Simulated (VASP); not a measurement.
Shape and ions are relaxed at each volume.

Data:

```yaml
crystal:
  lattice:
    - [1.80240, -3.12186, 0.00000]
    - [1.80240, 3.12186, 0.00000]
    - [0.00000, 0.00000, 5.67933]
  atoms:
    - { symbol: Gd, position: [0.33333, 0.66667, 0.25000] }
    - { symbol: Gd, position: [0.66667, 0.33333, 0.75000] }
```

Level of theory: TPSS meta-GGA, VASP's PBE PAW potentials (set 64) (plane waves; VASP). Settings: 520 eV cut-off, 12×12×7 Γ-centred mesh, first-order Methfessel-Paxton smearing of 0.10 eV, potentials Gd_3.

The 4f electrons are frozen in the core of the lanthanide potential, so 4f levels, which can set the real gap, and their magnetism are missing.

Problem. Give the energy at these volumes per atom, relative to the lowest: 30.20, 31.16, 32.13, 33.09, 34.05 Å³.

Solution. 12.1, 2.2, 0.0, 4.3, 14.5 meV/atom. A third-order Birch-Murnaghan fit gives B0 = 37.4 GPa and B0′ = 3.4.

Measured: bulk modulus 37.9 GPa (computed value off by -1.3 %), as given by Wikipedia, Gadolinium (infobox). The calculation is for a static lattice, while the measured bulk modulus holds thermal and zero-point effects, which are part of the difference.

The compound is Gd in the hcp structure. It was relaxed first.
